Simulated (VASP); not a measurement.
Method: PBE GGA, VASP's PBE PAW potentials (set 64) (plane waves; VASP).

Input for VASP

KPOINTS:
```
Automatic
0
gamma
16 16 16
0 0 0
```

File POSCAR:
```
Cr
1
    2.8633663353     0.0000000000     0.0000000000
    0.0000000000     2.8633663353     0.0000000000
    0.0000000000     0.0000000000     2.8633663353
Cr
2
Direct
  0.0000000000   0.0000000000   0.0000000000
  0.5000000000   0.5000000000   0.5000000000
```

INCAR:
```
LMAXMIX = 4   ! l cut-off of mixed one-centre charges
MAGMOM = 1.5 -1.5
IBRION = 2   ! conjugate gradients
LREAL = .FALSE.   ! projection in real space or not
NELM = 100
LCHARG = .FALSE.
ALGO = Fast   ! Davidson, then RMM-DIIS
ISMEAR = 1   ! Methfessel-Paxton
LWAVE = .FALSE.
LASPH = .TRUE.   ! aspherical one-centre terms
ENCUT = 400   ! plane-wave cut-off (eV)
PREC = Normal
SYSTEM = Cr
ISPIN = 2   ! spin-polarised
EDIFFG = -0.03
LORBIT = 10
EDIFF = 1E-5   ! SCF stop (eV)
NELMIN = 4
ISIF = 2
NSW = 20   ! most ionic steps
SIGMA = 0.1   ! width (eV)
GGA = PE
```

POTCAR, in this order: Cr_pv (PBE.64 set). Program: vasp_std.

Output of the run:

OUTCAR:
```
 ion  position               nearest neighbor table
   1  0.000  0.000  0.000-   2 2.48   2 2.48   2 2.48   2 2.48   2 2.48   2 2.48   2 2.48   2 2.48
  LATTYP: Found a simple cubic cell.
 ALAT       =     2.8633663353
 Subroutine PRICEL returns following result:
  LATTYP: Found a body centered cubic cell.
 ALAT       =     2.8633663353
 Subroutine GETGRP returns: Found 48 space group operations
The static configuration has the point symmetry O_h .
The dynamic configuration has the point symmetry O_h .
The overall configuration has the point symmetry O_h .
 Subroutine INISYM returns: Found 48 space group operations
 Subroutine IBZKPT returns following result:
 Found    165 irreducible k-points:

 Following reciprocal coordinates:
            Coordinates               Weight
  0.000000  0.000000  0.000000      1.000000
  0.062500  0.000000  0.000000      6.000000
  0.125000  0.000000  0.000000      6.000000
  0.187500  0.000000  0.000000      6.000000
  0.250000  0.000000  0.000000      6.000000
  0.312500  0.000000  0.000000      6.000000
  0.375000  0.000000  0.000000      6.000000
  0.437500  0.000000  0.000000      6.000000
...
```

OSZICAR:
```
       N       E                     dE             d eps       ncg     rms          rms(c)
DAV:   1     0.198869619253E+03    0.19887E+03   -0.12579E+04 10728   0.154E+03
DAV:   2    -0.149613368583E+02   -0.21383E+03   -0.21224E+03 11288   0.454E+02
DAV:   3    -0.220329005200E+02   -0.70716E+01   -0.69870E+01 13592   0.940E+01
DAV:   4    -0.221348044409E+02   -0.10190E+00   -0.10184E+00 12856   0.112E+01
DAV:   5    -0.221372543328E+02   -0.24499E-02   -0.24497E-02 14384   0.136E+00    0.186E+01
RMM:   6    -0.188601234558E+02    0.32771E+01   -0.16443E+01 10630   0.474E+01    0.555E+00
RMM:   7    -0.190463888942E+02   -0.18627E+00   -0.21803E+00 10735   0.977E+00    0.364E+00
RMM:   8    -0.190594253989E+02   -0.13037E-01   -0.24845E-01 10900   0.399E+00    0.132E+00
RMM:   9    -0.190538820449E+02    0.55434E-02   -0.64759E-02 10755   0.267E+00    0.529E-01
RMM:  10    -0.190558326596E+02   -0.19506E-02   -0.18866E-02 11505   0.102E+00    0.209E-01
RMM:  11    -0.190560465230E+02   -0.21386E-03   -0.54886E-03 11344   0.600E-01    0.122E-01
RMM:  12    -0.190562830714E+02   -0.23655E-03   -0.21779E-03 12351   0.252E-01    0.126E-01
RMM:  13    -0.190561990097E+02    0.84062E-04   -0.58179E-04 10741   0.188E-01    0.219E-01
RMM:  14    -0.190564086905E+02   -0.20968E-03   -0.17183E-03 12641   0.286E-01    0.559E-02
RMM:  15    -0.190564478229E+02   -0.39132E-04   -0.32520E-04 10117   0.101E-01    0.293E-02
RMM:  16    -0.190564624071E+02   -0.14584E-04   -0.10677E-04  9099   0.514E-02    0.175E-02
RMM:  17    -0.190564668982E+02   -0.44911E-05   -0.29325E-05  6994   0.250E-02
   1 F= -.19056467E+02 E0= -.19056466E+02  d E =-.190565E+02  mag=    -0.0000
```

### OUTCAR
```
------------------------ aborting loop because EDIFF is reached ----------------------------------------
  FORCE on cell =-STRESS in cart. coord.  units (eV):
  Direction    XX          YY          ZZ          XY          YZ          ZX
  --------------------------------------------------------------------------------------
  Total       -0.1735429     -0.1735429     -0.1735429     -0.0000000      0.0000000      0.0000000
  in kB      -11.8436823    -11.8436823    -11.8436823     -0.0000000      0.0000000      0.0000000
  external PRESSURE =     -11.8436823 kB  Pullay stress =       0.0000000 kB
  volume of cell :       23.48
      direct lattice vectors                 reciprocal lattice vectors
     2.863366335  0.000000000  0.000000000     0.349239281  0.000000000  0.000000000
     0.000000000  2.863366335  0.000000000     0.000000000  0.349239281  0.000000000
     0.000000000  0.000000000  2.863366335     0.000000000  0.000000000  0.349239281
 POSITION                                       TOTAL-FORCE (eV/Angst)
 -----------------------------------------------------------------------------------
      0.00000      0.00000      0.00000        -0.000000     -0.000000     -0.000000
      1.43168      1.43168      1.43168         0.000000      0.000000      0.000000
 -----------------------------------------------------------------------------------
    total drift:                                0.000000     -0.000000      0.000000
  FREE ENERGIE OF THE ION-ELECTRON SYSTEM (eV)
  ---------------------------------------------------
  free  energy   TOTEN  =       -19.0564668982 eV

  energy  without entropy=      -19.0564647380  energy(sigma->0) =      -19.05646618

 total charge

# of ion       s       p       d       tot
------------------------------------------
    1        0.434   6.394   4.198  11.026
    2        0.434   6.394   4.198  11.026
--------------------------------------------------
tot          0.867  12.788   8.397  22.052

 magnetization (x)

# of ion       s       p       d       tot
------------------------------------------
    1        0.014   0.008   1.076   1.098
    2       -0.014  -0.008  -1.076  -1.098
--------------------------------------------------
tot          0.000   0.000   0.000   0.000

 reached required accuracy - stopping structural energy minimisation
```
(Selected blocks of OUTCAR.)

The compound is Cr in the bcc, AFM order structure. It was relaxed first.
